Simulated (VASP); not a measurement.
Data:

```
CELL_PARAMETERS angstrom
      4.08413     0.00000     0.00000
      0.00000     4.08413     0.00000
      0.00000     0.00000     4.08413
ATOMIC_POSITIONS crystal
  Cs 0.00000 0.00000 0.00000
  Cl 0.50000 0.50000 0.50000
```

Level of theory: vdW-DF-cx, VASP's PBE PAW potentials (set 64) (plane waves; VASP). Run with 520 eV cut-off, Gaussian smearing of 0.050 eV, potentials Cs_sv Cl.

Unless said otherwise, spin-orbit coupling is left out, though it shifts the bands of the heavy elements here.

Task: Give the energies of bands 3 to 11 at the high-symmetry points, in eV from the valence-band maximum.

Result: 
```tsv
band	Γ	X	M	R
3	-5.82	-6.37	-6.66	-6.39
4	-5.82	-5.66	-6.66	-6.39
5	-5.82	-5.66	-5.57	-6.39
6	0.00	-1.24	-0.44	-1.18
7	0.00	-0.27	-0.44	-1.18
8	0.00	-0.27	-0.07	-1.18
9	5.36	6.42	5.97	8.62
10	5.36	7.76	6.03	8.62
11	5.39	9.07	7.99	8.62
```

The gap is direct, 5.36 eV, from the valence maximum at Γ to the conduction minimum at Γ.

Measured: gap 8.35 eV at 80 K (computed value off by -2.99 eV), as given by Wikipedia, Caesium chloride.

The compound is CsCl in the CsCl type structure. It was relaxed first.
